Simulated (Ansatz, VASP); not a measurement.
# ScB in two plane-wave programs

Wanted: the spread between two codes on one cell, functional and k mesh. The cell is generated by rule, not measured, and may not be a known phase. The cell is taken from a series of runs on this material, whose earlier steps may have relaxed, scaled, displaced or heated it; both programs get it as it stands.

Main program and level: Ansatz 0.2.0; plane waves, with VASP 6.6.1 beside it; r2SCAN with rVV10.

The structure was built from a prototype and need not be the compound's stable phase.

## (1) The structure

The structure is cubic, space group Pm-3m (No. 221). The conventional cell has a = 2.959 Å, b = 2.959 Å, c = 2.959 Å, α = 90.00°, β = 90.00°, γ = 90.00°. Sc has 8 B at 2.56 Å nearest. Nearest to B lie 8 Sc at 2.56 Å. Farther neighbours are not listed.

## (2) Ansatz: zone-centre phonons, r2SCAN with rVV10

Ansatz runs on its default PAW (the set named soft_2) files.

Second derivatives magnify differences that forces hide, and they need a tight electronic threshold.

Contents of input.yaml:

```yaml
crystal:
  lattice:
    - [2.9593450667, 0.0, 0.0]
    - [0.0, 2.9593450667, 0.0]
    - [0.0, 0.0, 2.9593450667]
  atoms:
    - { symbol: Sc, position: [0.5, 0.5, 0.5] }
    - { symbol: B, position: [0.0, 0.0, 0.0] }
kpoints:
  mp_grid: { grid: [16, 16, 16] }
hamiltonian:
  xc: r2scan
  dispersion: rvv10
scf:
  occupations: { method: methfessel_paxton, width: 0.2 }
output:
  eigenvalues: true
phonons:
  method: fd
  qmesh: [2, 2, 2]
  temperatures: { t_max: 1000, t_step: 50 }
  qpath:
    path:
      - [[0.0, 0.0, 0.0], [0.0, 0.5, 0.0], [0.5, 0.5, 0.0], [0.0, 0.0, 0.0], [0.5, 0.5, 0.5], [0.0, 0.5, 0.0]]
      - [[0.5, 0.5, 0.5], [0.5, 0.5, 0.0]]
    npoints: 10
```

Command:

```sh
$ ansatz run input.yaml --threads 8 --pin off --max-ram 14336MiB --backend cpu --events-out ev --progress --plain --runs-dir out
```

Numbers of over 12 decimals in the logs are rounded to 6 here.

The program printed:

```text
Engine: ansatz 0.2.0, aarch64-unknown-linux-gnu
Pseudopotentials: kind: paw
Pseudopotential: Sc, paw, valence charge 11, recommended cutoff 500 eV (meta_gga), Sc.paw.azcp
Pseudopotential: B, paw, valence charge 3, recommended cutoff 500 eV (meta_gga), B.paw.azcp
Functional definition: r2SCAN+rVV10
  parameter k0 = 0.174
  parameter k1 = 0.065
  parameter a1 = 4.9479
  exchange = r2scan_x(k0 = k0, k1 = k1, a1 = a1)
  correlation = r2scan_c + rvv10(11.95, 0.0093)
Crystal: 4 atoms, lattice volume = 51.834 Å³
Basis set: ecut = 500 eV, 1333 PW (Γ), exchange–correlation on 125×125×250 points (125 copies of the dense FFT grid, shifted against one another)
Bands: 20, of which v1, the nominal top of the filled ones, is band 14 counted from 1 (13 counted from 0)
Symmetry: 32 space group operations
k-points: 225 of 2048
Non-local potential: Sc, projectors of the file, l = 0: 3, l = 1: 2, l = 2: 3, l = 3: 1
Non-local potential: B, projectors of the file, l = 0: 2, l = 1: 2, l = 2: 1
PAW form: soft (Blöchl's): semilocal exchange-correlation on the pseudo side does not see the compensation charge
rVV10 density: all electrons in the spheres
PAW frozen core: Sc, regenerated for the run's functional (the file was generated under x = pbe(κ = 0.804, μ = 0.219515), c = pbe(β = 0.066725))
PAW frozen core: B, regenerated for the run's functional (the file was generated under x = pbe(κ = 0.804, μ = 0.219515), c = pbe(β = 0.066725))
PAW one-centre angular grid: Sc, 590 points (default); XC on 160 Gauss nodes
PAW one-centre angular grid: B, 302 points (default); XC on 160 Gauss nodes
Initial density: handed on by an earlier stage of this run
Initial wavefunctions: those handed on with the density
Functional: x = r2scan, c = r2scan + rvv10(b = 11.95, C = 0.0093); τ floored in thin density (d = 2e-4 eV/Å³)
SCF iter   1: F=—  HF=-4592.794669 eV  |F-HF|=—  |Δ(HF+E_count)|=         —  Δρ=2.05e-7  dr2=3.25e-11  dr2_τ=7.90e-13  ethr=2.23e-12  ⟨swp⟩=5.3  Hψ=19145  notcnv=0
preconditioner: auto → Kerker (q_TF=auto, 2.462 Å⁻¹)  [metal: Δε(μ)=0.012 eV  Ē_g=6.088 eV  σ=0.200 eV  W_gap=0.05  n_scr=16 (ndim 8)  ℏωp=17.9 eV  f_vac=0.000  D(μ)=0.72/eV (n_scr^D=2)]
SCF iter   2: F=-4592.794669 eV  HF=-4592.794669 eV  |F-HF|=1.82e-12  |Δ(HF+E_count)|=  6.37e-12  S|Δr|=    0.00e0  Δρ=1.22e-7  dr2=9.71e-12  dr2_τ=1.94e-13  ethr=1.00e-12  ⟨swp⟩=3.1  Hψ=11296  notcnv=0
SCF 1 converged in 2 iterations: F = -4592.794669 eV  dr2 = 9.71e-12
  greatest PAW one-centre occupation: 0.998 electrons in one spin orbital (limit 2), on the Sc atom at site 2 (counted from 0), in its partial waves of l = 1
rVV10 density: all electrons in the spheres
iter 1 solved again at ethr=1.00e-12 eV; its pass at ethr=3.10e-3 eV (dr2=9.89e-12 eV) is discarded
SCF iter   1: F=—  HF=-4592.794669 eV  |F-HF|=—  |Δ(HF+E_count)|=         —  Δρ=1.22e-7  dr2=9.70e-12  dr2_τ=1.94e-13  ethr=1.00e-12  ⟨swp⟩=1.2  Hψ=21513  notcnv=0
SCF iter   2: F=-4592.794669 eV  HF=-4592.794669 eV  |F-HF|=1.82e-12  |Δ(HF+E_count)|=  9.09e-13  S|Δr|=    0.00e0  Δρ=7.97e-8  dr2=3.64e-12  dr2_τ=8.25e-14  ethr=1.00e-12  ⟨swp⟩=3.0  Hψ=10248  notcnv=0
SCF 2 converged in 2 iterations: F = -4592.794669 eV  dr2 = 3.64e-12
phonons: the bands overlap, so this run is a metal and interpolates without the dipole-dipole term. If the crystal is really an insulator or semiconductor, its LO-TO splitting is missing
Symmetry: 2 space group operations
k-points: 554 of 2048 (time reversal used)
rVV10 density: all electrons in the spheres
iter 1 solved again at ethr=7.08e-8 eV; its pass at ethr=3.10e-3 eV (dr2=1.98e-5 eV) is discarded
SCF iter   1: F=—  HF=-4592.794658 eV  |F-HF|=—  |Δ(HF+E_count)|=         —  Δρ=1.38e-4  dr2=1.69e-5  dr2_τ=3.66e-7  ethr=7.08e-8  ⟨swp⟩=2.0  Hψ=56290  notcnv=0
SCF iter   2: F=—  HF=-4592.794654 eV  |F-HF|=—  |Δ(HF+E_count)|=   4.03e-6  S|Δr|=    0.00e0  Δρ=7.99e-5  dr2=4.90e-6  dr2_τ=6.97e-8  ethr=6.02e-8  ⟨swp⟩=1.0  Hψ=10765  notcnv=0
SCF iter   3: F=—  HF=-4592.794655 eV  |F-HF|=—  |Δ(HF+E_count)|=   8.07e-7  S|Δr|=    0.00e0  Δρ=2.58e-5  dr2=8.11e-7  dr2_τ=4.91e-8  ethr=1.75e-8  ⟨swp⟩=2.0  Hψ=13761  notcnv=0
SCF iter   4: F=—  HF=-4592.794655 eV  |F-HF|=—  |Δ(HF+E_count)|=   3.59e-7  S|Δr|=    0.00e0  Δρ=7.79e-6  dr2=2.75e-8  dr2_τ=3.34e-10  ethr=2.90e-9  ⟨swp⟩=2.2  Hψ=12631  notcnv=0
[...]
SCF 7 converged in 8 iterations: F = -4592.794646 eV  dr2 = 3.13e-12
Basis set: ecut = 500 eV, 1363 PW (Γ), FFT grids on a1, a2, 2a1−a2+a3, exchange–correlation on 180×180×180 points (125 copies of the dense FFT grid, shifted against one another)
Symmetry: 96 space group operations
k-points: 85 of 2048
rVV10 density: all electrons in the spheres
[...]
preconditioner: auto → Kerker (q_TF=auto, 2.462 Å⁻¹)  [metal: Δε(μ)=0.012 eV  Ē_g=6.083 eV  σ=0.200 eV  W_gap=0.05  n_scr=14 (ndim 8)  ℏωp=17.9 eV  f_vac=0.000  D(μ)=0.72/eV (n_scr^D=0)]
[...]
SCF 8 converged in 2 iterations: F = -4592.794669 eV  dr2 = 9.31e-12
Symmetry: 8 space group operations
k-points: 205 of 2048 (time reversal used)
rVV10 density: all electrons in the spheres
[...]
SCF iter   2: F=—  HF=-4592.794645 eV  |F-HF|=—  |Δ(HF+E_count)|=   5.25e-6  S|Δr|=    0.00e0  Δρ=1.06e-4  dr2=1.03e-5  dr2_τ=1.35e-7  ethr=1.01e-7  ⟨swp⟩=1.2  Hψ=4082  notcnv=0  defer=1
SCF iter   3: F=—  HF=-4592.794642 eV  |F-HF|=—  |Δ(HF+E_count)|=   2.36e-6  S|Δr|=    0.00e0  Δρ=2.04e-5  dr2=3.33e-7  dr2_τ=1.54e-9  ethr=3.68e-8  ⟨swp⟩=2.0  Hψ=5146  notcnv=0  defer=1
SCF iter   4: F=—  HF=-4592.794641 eV  |F-HF|=—  |Δ(HF+E_count)|=   1.46e-6  S|Δr|=    0.00e0  Δρ=1.13e-5  dr2=9.08e-8  dr2_τ=2.98e-10  ethr=1.19e-9  ⟨swp⟩=1.1  Hψ=4052  notcnv=0  defer=1
SCF iter   5: F=—  HF=-4592.794641 eV  |F-HF|=—  |Δ(HF+E_count)|=   1.69e-8  S|Δr|=    0.00e0  Δρ=3.50e-6  dr2=6.42e-9  dr2_τ=1.94e-10  ethr=3.24e-10  ⟨swp⟩=2.2  Hψ=5815  notcnv=0  defer=1
SCF iter   6: F=—  HF=-4592.794641 eV  |F-HF|=—  |Δ(HF+E_count)|=   1.40e-9  S|Δr|=    0.00e0  Δρ=1.01e-6  dr2=7.36e-10  dr2_τ=3.16e-12  ethr=2.29e-11  ⟨swp⟩=2.2  Hψ=5448  notcnv=0  defer=1
SCF iter   7: F=—  HF=-4592.794641 eV  |F-HF|=—  |Δ(HF+E_count)|=  2.13e-10  S|Δr|=    0.00e0  Δρ=1.42e-7  dr2=1.34e-11  dr2_τ=2.40e-13  ethr=2.63e-12  ⟨swp⟩=2.0  Hψ=6012  notcnv=0  defer=1
SCF iter   8: F=-4592.794641 eV  HF=-4592.794641 eV  |F-HF|=9.09e-13  |Δ(HF+E_count)|=  9.09e-12  S|Δr|=    0.00e0  Δρ=2.82e-8  dr2=4.07e-13  dr2_τ=2.36e-14  ethr=1.00e-12  ⟨swp⟩=4.9  Hψ=14095  notcnv=0
SCF 10 converged in 8 iterations: F = -4592.794641 eV  dr2 = 4.07e-13
SCF converged after 2 iterations
Stability not checked: this state was not tested for a lower state beside it, because cold or Methfessel-Paxton smearing, or corrected tetrahedra, fill the levels in a way that the test cannot read (fill_not_monotonic; see scf.lower_state_search)
Free energy (F): -4592.794669 eV
Harris-Foulkes:  -4592.794669 eV  (|F-HF|=1.82e-12)
Internal energy: -4592.798079 eV  (E = F + TS)
E sigma→0 (E₀):  -4592.795522 eV
Entropy (-TS):   0.003410 eV (0.852 meV/atom)
Fermi energy:    12.134055 eV
--- Per-component energies (eV) ---
  E_band       = -260.148783
  E_kinetic    = 615.059302
  E_local      = -1513.881030  (includes V_loc(G=0)·N_el)
  E_nonlocal   = 187.148831
  E_hartree    = 521.791000
  E_xc         = -261.978338
  E_vxc        = -365.414082  (∫ρ·V_xc dr)
  E_paw        = -2088.134992  (= ΣΔE_a)
  E_vpaw       = -248.839967  (= ΣTr[D̂ρ^β])
  E_aug_tail   = 0.000005  (compensation charges beyond the density's cutoff)
  E_vtau       = 22.196163  (kinetic-family band-sum trace: ∫τ·v_τ [+ j·A + Jᵃ·Aᵃ] dr)
  E_ewald      = -2052.288990
  E_core_change = -0.513868  (= ΣΔE_core)
  E_smearing   = 0.003410  (= −TS)
  E_closure    = -0.000000  (closes the sum)
  Σ components = -4592.794669   (vs F -4592.794669, Δ=0.00e0)
--- Forces (eV/Å), atoms counted from 1 ---
  atom   1  Sc     0.00000000     0.00000000     0.00000000
  atom   2  B      0.00000000     0.00000000     0.00000000
  atom   3  Sc     0.00000000     0.00000000     0.00000000
  atom   4  B      0.00000000     0.00000000     0.00000000
  max |Σ_I F_I| component: 1.97e-31 eV/Å
--- Band table (eV; the first three rows and the last of 225) ---
  k-point 0: bands = [... 10 lower, 6.8348, 11.6856, 11.6856, 12.5758, 12.5758, 12.6902, 15.0123, 15.0123, ... 2 higher]
  k-point 1: bands = [... 10 lower, 7.2156, 11.5874, 11.7181, 12.6320, 12.6320, 12.6443, 14.7838, 14.7838, ... 2 higher]
  k-point 2: bands = [... 10 lower, 8.0108, 11.2531, 11.8124, 12.5180, 12.7983, 12.7983, 14.3326, 14.3326, ... 2 higher]
  k-point 224: bands = [... 10 lower, 8.8729, 8.8729, 8.8729, 8.8729, 12.8110, 12.8110, 14.2876, 14.2876, ... 2 higher]
--- Phonons: 6 displaced members + 3 references (amplitude of the first 0.0025 Å, Σ member SCF iterations 45) ---
  ASR residual: 1.005e-3 → 0.000e0 eV/Å²; symmetrization residual: 1.726e-4 eV/Å²
  largest component of a force at the reference: 1.7e-31 eV/Å
  ASR residual per site (eV/Å²): 1.01e-3 3.52e-4
  Γ frequencies (cm⁻¹): 0.00 0.00 0.00 338.97 338.97 338.97
--- Phonons (by wavevector): 4 wavevectors in 3 supercells ---
  supercell 1 (2 cells, vectors [1, 0, 0], [0, 1, 0], [0, 0, 2] in multiples of the cell's): 2 displaced members by 0.0025 Å; free energy -4592.794669 eV; taken off its force constants: by the sum rule 1.0e-3, by the symmetrisation 7.6e-5 eV/Å²
  symmetry images taken by strict's conditions (phonons.symmetry_images: auto; settled by no image being taken that strict refuses)
  supercell 2 (2 cells, vectors [1, 0, 0], [0, 1, -1], [0, 0, 2] in multiples of the cell's): 2 displaced members by 0.0025 Å; free energy -4592.794669 eV; taken off its force constants: by the sum rule 1.3e-3, by the symmetrisation 1.7e-4 eV/Å²; Γ matrix within 1.1e-4 eV/Å² of supercell 1's
  symmetry images taken by strict's conditions (phonons.symmetry_images: auto; settled by no image being taken that strict refuses)
  supercell 3 (2 cells, vectors [0, 1, -1], [-1, 1, 0], [0, 0, 2] in multiples of the cell's): 2 displaced members by 0.0025 Å; free energy -4592.794669 eV; taken off its force constants: by the sum rule 1.7e-4, by the symmetrisation 7.7e-5 eV/Å²; Γ matrix within 1.8e-4 eV/Å² of supercell 1's
  symmetry images taken by strict's conditions (phonons.symmetry_images: auto; settled by a nonlocal correlation, of whose share no term of the forces tells)
  q = [0.0000, 0.0000, 0.0000] (star 1, supercell 1; hermiticity 0.00e0, symmetrization 1.17e-6): -0.00 -0.00 -0.00 338.97 338.97 338.97
  q = [0.0000, 0.0000, -0.5000] (star 3, supercell 1; hermiticity 1.64e-16, symmetrization 9.13e-17): 166.88 166.88 327.68 327.68 336.49 453.09
  q = [0.0000, -0.5000, -0.5000] (star 3, supercell 2; hermiticity 1.55e-16, symmetrization 7.05e-16): 76.23 154.94 154.94 369.07 518.30 518.30
  q = [-0.5000, -0.5000, -0.5000] (star 1, supercell 3; hermiticity 1.46e-16, symmetrization 9.74e-16): 296.63 296.63 296.63 486.41 486.41 486.41
  joined force constants: q→R imaginary residual 2.80e-17
  density of states and harmonic sums: on the 22×22×22 q-mesh, interpolated from the force constants of a 2×2×2 supercell (no non-analytic term)
  largest difference from the sums on the solved wave vectors: F 4.15e-2 eV, S 7.38e-5 and C_V 3.23e-5 eV/K
  zero-point energy: 0.112642 eV/cell   skipped modes (ω ≤ 0): 3   left out of the sums: 4.70e-5 of the cell's modes: C_V's classical limit lies that fraction below 3 k_B per atom; for a crystal, a wire or a layer, F and S can be off by more, and a phonons.interpolated_qmesh denser along its periods is the remedy for the sampling
```

[end of part 1 of 2]

[Lines on the potential files, build, host, timing and source positions are cut from VASP's logs without a mark.]

[Logs are printed without paths, hosts, clocks, repeated set-up lines and the standing remarks that a program may print on its own settings, such as how far it seeks lower states.]

[Hosts, paths, dates, database ids (printed as entryN), source tags and the programs' standing remarks are cut or masked in the printed files.]
